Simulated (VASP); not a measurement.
Computed with TPSS meta-GGA, VASP's PBE PAW potentials (set 64) (plane waves; VASP).

The input files of a VASP run:

### KPOINTS
```
kpoints
0
gamma
  7 7 4
```

INCAR:
```
ALGO  =  Normal
EDIFF  =  1E-6
EDIFFG  =  -0.02
ENCUT  =  520
IBRION  =  2
ISIF  =  3
ISMEAR  =  0
LASPH  =  .TRUE.
LCHARG  =  .FALSE.
LMAXMIX  =  4
LMIXTAU  =  .TRUE.
LREAL  =  .FALSE.
LWAVE  =  .FALSE.
METAGGA  =  TPSS
NELM  =  100
NSW  =  60
PREC  =  Accurate
SIGMA  =  0.05
SYSTEM  =  ZnO
```

POSCAR:
```
ZnO
1.0
  1.6218615238  -2.8091469972   0.0000000000
  1.6218615238   2.8091469972   0.0000000000
  0.0000000000   0.0000000000   5.2012397888
Zn O
2 2
Direct
  0.6666670000   0.3333330000   0.5001701831
  0.3333330000   0.6666670000   0.0001701831
  0.6666670000   0.3333330000   0.8818298169
  0.3333330000   0.6666670000   0.3818298169
```

POTCAR, in this order: Zn O (PBE.64 set). Program: vasp_std.

What VASP printed:

File OSZICAR:
```
       N       E                     dE             d eps       ncg     rms          rms(c)
DAV:   1     0.285706687137E+03    0.28571E+03   -0.19072E+04  1056   0.243E+03
DAV:   2     0.161160378238E+02   -0.26959E+03   -0.26250E+03  1116   0.478E+02
DAV:   3    -0.139571542366E+02   -0.30073E+02   -0.29649E+02  1260   0.171E+02
DAV:   4    -0.146490346656E+02   -0.69188E+00   -0.69070E+00  1224   0.271E+01
DAV:   5    -0.146554293555E+02   -0.63947E-02   -0.63928E-02  1242   0.245E+00    0.170E+01
DAV:   6    -0.427204588854E+02   -0.28065E+02   -0.14800E+02  1086   0.135E+02    0.152E+01
DAV:   7    -0.401321145105E+02    0.25883E+01   -0.30142E+00  1408   0.386E+01    0.112E+01
DAV:   8    -0.388616616982E+02    0.12705E+01   -0.25776E+01  1602   0.737E+01    0.732E+00
DAV:   9    -0.386479412751E+02    0.21372E+00   -0.29023E+00  1202   0.198E+01    0.549E+00
DAV:  10    -0.382161570327E+02    0.43178E+00   -0.17740E+00  1410   0.133E+01    0.944E-01
DAV:  11    -0.382316160624E+02   -0.15459E-01   -0.19107E-01  1204   0.562E+00    0.457E-01
DAV:  12    -0.383257470039E+02   -0.94131E-01   -0.64277E-02  1056   0.275E+00    0.175E-01
DAV:  13    -0.383277956516E+02   -0.20486E-02   -0.66335E-03  1518   0.230E+00    0.108E-01
DAV:  14    -0.383290781845E+02   -0.12825E-02   -0.37048E-03  1670   0.145E+00    0.174E-01
DAV:  15    -0.383289112955E+02    0.16689E-03   -0.10198E-03  1074   0.321E-01    0.970E-02
DAV:  16    -0.383287627546E+02    0.14854E-03   -0.63226E-04  1402   0.249E-01    0.142E-02
DAV:  17    -0.383287424449E+02    0.20310E-04   -0.90479E-05  1116   0.112E-01    0.504E-03
DAV:  18    -0.383287755871E+02   -0.33142E-04   -0.10785E-05  1208   0.499E-02    0.634E-03
DAV:  19    -0.383287858397E+02   -0.10253E-04   -0.11683E-06   792   0.262E-02    0.351E-03
DAV:  20    -0.383287768055E+02    0.90343E-05   -0.11506E-06   680   0.111E-02    0.586E-04
DAV:  21    -0.383287784835E+02   -0.16780E-05   -0.17643E-07   528   0.479E-03    0.404E-04
DAV:  22    -0.383287788779E+02   -0.39438E-06   -0.19225E-08   528   0.143E-03
   1 F= -.38328779E+02 E0= -.38328779E+02  d E =-.383288E+02
       N       E                     dE             d eps       ncg     rms          rms(c)
DAV:   1    -0.387706661848E+02   -0.44189E+00   -0.74974E+00  1218   0.556E+01    0.490E+00
DAV:   2    -0.383653433706E+02    0.40532E+00   -0.12987E+00  1404   0.231E+01    0.187E+00
DAV:   3    -0.383498453501E+02    0.15498E-01   -0.54436E-02  1294   0.676E+00    0.101E+00
DAV:   4    -0.383144891539E+02    0.35356E-01   -0.16792E-02  1566   0.345E+00    0.128E-01
DAV:   5    -0.383231125025E+02   -0.86233E-02   -0.30167E-02  1376   0.343E+00    0.150E-01
DAV:   6    -0.383348889149E+02   -0.11776E-01   -0.35694E-03  1448   0.114E+00    0.289E-02
DAV:   7    -0.383354656862E+02   -0.57677E-03   -0.31693E-04  1532   0.278E-01    0.260E-02
DAV:   8    -0.383355834215E+02   -0.11774E-03   -0.82046E-05  1266   0.966E-02    0.564E-03
DAV:   9    -0.383355797369E+02    0.36846E-05   -0.42614E-05  1440   0.108E-01    0.710E-03
DAV:  10    -0.383356007330E+02   -0.20996E-04   -0.11569E-05  1072   0.490E-02    0.244E-03
DAV:  11    -0.383355932535E+02    0.74795E-05   -0.10269E-06   714   0.173E-02    0.346E-03
DAV:  12    -0.383355978125E+02   -0.45590E-05   -0.20729E-06   672   0.355E-02    0.123E-03
DAV:  13    -0.383355971869E+02    0.62558E-06   -0.58188E-07   528   0.168E-02
   2 F= -.38335597E+02 E0= -.38335597E+02  d E =-.681831E-02
       N       E                     dE             d eps       ncg     rms          rms(c)
DAV:   1    -0.384065864214E+02   -0.70989E-01   -0.10950E+00  1236   0.207E+01    0.193E+00
DAV:   2    -0.383433741553E+02    0.63212E-01   -0.21624E-01  1342   0.997E+00    0.694E-01
DAV:   3    -0.383417788232E+02    0.15953E-02   -0.68317E-03  1342   0.205E+00    0.372E-01
DAV:   4    -0.383359814723E+02    0.57974E-02   -0.28020E-03  1718   0.135E+00    0.345E-02
DAV:   5    -0.383379745017E+02   -0.19930E-02   -0.45797E-03  1440   0.136E+00    0.575E-02
DAV:   6    -0.383397121277E+02   -0.17376E-02   -0.67195E-04  1410   0.464E-01    0.702E-03
DAV:   7    -0.383397702749E+02   -0.58147E-04   -0.52385E-05  1586   0.119E-01    0.967E-03
DAV:   8    -0.383397660265E+02    0.42484E-05   -0.11690E-05  1088   0.316E-02    0.265E-03
DAV:   9    -0.383397688690E+02   -0.28425E-05   -0.41728E-06   920   0.250E-02    0.224E-03
DAV:  10    -0.383397651507E+02    0.37183E-05   -0.51695E-07   546   0.107E-02    0.147E-03
DAV:  11    -0.383397696535E+02   -0.45028E-05   -0.24104E-07   528   0.132E-02    0.173E-03
DAV:  12    -0.383397690238E+02    0.62973E-06   -0.44375E-07   528   0.159E-02
   3 F= -.38339769E+02 E0= -.38339769E+02  d E =-.109901E-01
```

OUTCAR:
```
------------------------ aborting loop because EDIFF is reached ----------------------------------------
  FORCE on cell =-STRESS in cart. coord.  units (eV):
  Direction    XX          YY          ZZ          XY          YZ          ZX
  --------------------------------------------------------------------------------------
  Total       -0.0181036     -0.0181036      0.0140598      0.0000000      0.0000000     -0.0000000
  in kB       -0.5986006     -0.5986008      0.4648899      0.0000000      0.0000000     -0.0000000
  external PRESSURE =      -0.2441038 kB  Pullay stress =       0.0000000 kB
  volume of cell :       48.46
      direct lattice vectors                 reciprocal lattice vectors
     1.634164568 -2.830456505  0.000000000     0.305966737 -0.176649950  0.000000000
     1.634164568  2.830456505  0.000000000     0.305966737  0.176649950  0.000000000
     0.000000000  0.000000000  5.237894506    -0.000000000  0.000000000  0.190916407
  FREE ENERGIE OF THE ION-ELECTRON SYSTEM (eV)
  ---------------------------------------------------
  free  energy   TOTEN  =       -38.3397690238 eV

  energy  without entropy=      -38.3397690238  energy(sigma->0) =      -38.33976902

 reached required accuracy - stopping structural energy minimisation
```
(Selected blocks of OUTCAR.)

File CONTCAR:
```
ZnO
   1.00000000000000
     1.6341645680961472   -2.8304565049112340    0.0000000000000000
     1.6341645680961472    2.8304565049112340    0.0000000000000000
     0.0000000000000000    0.0000000000000000    5.2378945056300754
  Zn              O
     2     2
Direct
     0.6666669999999968    0.3333330000000032    0.5002892767070087
     0.3333330000000032    0.6666669999999968    0.0002892767070087
     0.6666669999999968    0.3333330000000032    0.8817107232929963
     0.3333330000000032    0.6666669999999968    0.3817107232929963
```

OUTCAR:
```
 val. band max:        0.8774129472   @ k =   0.0000   0.0000   0.0000

 cond. band min:       1.6615053295   @ k =   0.0000   0.0000   0.0000


 Fermi energy:         1.0951435302

 k-point     1 :       0.0000    0.0000    0.0000
  band No.  band energies     occupation
      1     -17.5547      2.00000
      2     -16.8726      2.00000
      3      -4.7988      2.00000
      4      -4.7988      2.00000
      5      -4.7249      2.00000
      6      -4.6331      2.00000
      7      -4.6157      2.00000
      8      -4.6157      2.00000
      9      -3.6718      2.00000
     10      -3.6718      2.00000
     11      -3.4688      2.00000
     12      -3.4688      2.00000
     13      -3.1833      2.00000
     14       0.1035      2.00000
     15       0.1035      2.00000
     16       0.7942      2.00000
     17       0.8774      2.00000
     18       0.8774      2.00000
     19       1.6615      0.00000
     20       6.1695      0.00000
     21       9.1760      0.00000
     22      13.9417      0.00000

 k-point     2 :       0.1429    0.0000    0.0000
  band No.  band energies     occupation
      1     -17.4525      2.00000
      2     -16.8290      2.00000
      3      -4.9054      2.00000
      4      -4.7368      2.00000
      5      -4.6779      2.00000
      6      -4.6196      2.00000
      7      -4.5266      2.00000
      8      -4.4709      2.00000
      9      -3.7144      2.00000
     10      -3.6753      2.00000
     11      -3.4601      2.00000
     12      -3.3670      2.00000
     13      -3.2075      2.00000
     14      -0.5996      2.00000
     15      -0.1589      2.00000
     16      -0.0738      2.00000
     17       0.6604      2.00000
     18       0.7343      2.00000
     19       2.8921      0.00000
     20       6.9616      0.00000
     21       9.1552      0.00000
     22      12.1799      0.00000

 k-point     3 :       0.2857    0.0000    0.0000
  band No.  band energies     occupation
      1     -17.2019      2.00000
...
```

Energy and stress use the plane-wave basis of the starting cell.

The compound is ZnO in the wurtzite structure. This run relaxes it. Symmetry was kept, so distortions that lower it aren't found. The start is the result of an earlier pass.
